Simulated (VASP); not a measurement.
A convergence study with VASP on Ba (space group Im-3m): one setting is varied, all else stays as given below, so the limit is that of these other settings.

```
CELL_PARAMETERS angstrom
     -2.49745     2.49745     2.49745
      2.49745    -2.49745     2.49745
      2.49745     2.49745    -2.49745
ATOMIC_POSITIONS crystal
  Ba 0.00000 0.00000 0.00000
```

Computed with PBE GGA, VASP's PBE PAW potentials (set 64) (plane waves; VASP 6.6.1). The tightest run used: 720 eV cut-off, 9×9×9 Γ-centred mesh, Gaussian smearing of 0.10 eV, potentials Ba_sv.

```tsv
setting	E (eV/atom)	pressure (GPa)	plane waves
ENCUT = 105	-1.8359	-18.07	160
ENCUT = 120	-1.8886	-7.36	196
ENCUT = 135	-1.9072	-2.69	236
ENCUT = 150	-1.9064	-0.75	267
```

Question: These are the cheaper rows. Estimate the results at ENCUT = 720, and how far the last row shown lies from them.

Answer: 
```json
[
 {"quantity": "E (eV/atom)", "tightest run": "-1.9061", "last row shown is off by": "-0.0003"},
 {"quantity": "pressure (GPa)", "tightest run": "0.21", "last row shown is off by": "-0.96"}
]
```

Left out are rungs that failed or repeat a setting and relaxations that didn't move; long series are thinned to 24 rows.

The structure is a typed Ba crystal (space group no. 229). The cell was not relaxed at this level.
